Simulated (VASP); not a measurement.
Given:

```
BP
1.0
    0.00000     2.28538     2.28538
    2.28538     0.00000     2.28538
    2.28538     2.28538     0.00000
B P
1 1
Direct
  0.00000   0.00000   0.00000
  0.25000   0.25000   0.25000
```

All values below come from RPBE GGA, VASP's PBE PAW potentials (set 64) (plane waves; VASP). Numerical set-up: 520 eV cut-off, Gaussian smearing of 0.050 eV, potentials B P.

### Question
Give the energies of bands 2 to 7 at the high-symmetry points, in eV from the valence-band maximum.

### Answer

```json
[
 {"band": "2", "Γ": "0.00", "X": "-8.51", "U": "-8.10", "L": "-8.89", "W": "-8.01"},
 {"band": "3", "Γ": "0.00", "X": "-4.04", "U": "-6.08", "L": "-1.73", "W": "-5.54"},
 {"band": "4", "Γ": "0.00", "X": "-4.04", "U": "-3.44", "L": "-1.73", "W": "-5.34"},
 {"band": "5", "Γ": "3.36", "X": "1.38", "U": "2.19", "L": "3.66", "W": "5.37"},
 {"band": "6", "Γ": "3.36", "X": "1.73", "U": "5.98", "L": "4.69", "W": "6.76"},
 {"band": "7", "Γ": "3.36", "X": "11.96", "U": "9.61", "L": "4.69", "W": "7.15"}
]
```

The gap is indirect, 1.29 eV, from the valence maximum at Γ to the conduction minimum at Γ-X at 0.86.

The compound is BP in the zinc blende structure. It was relaxed first.
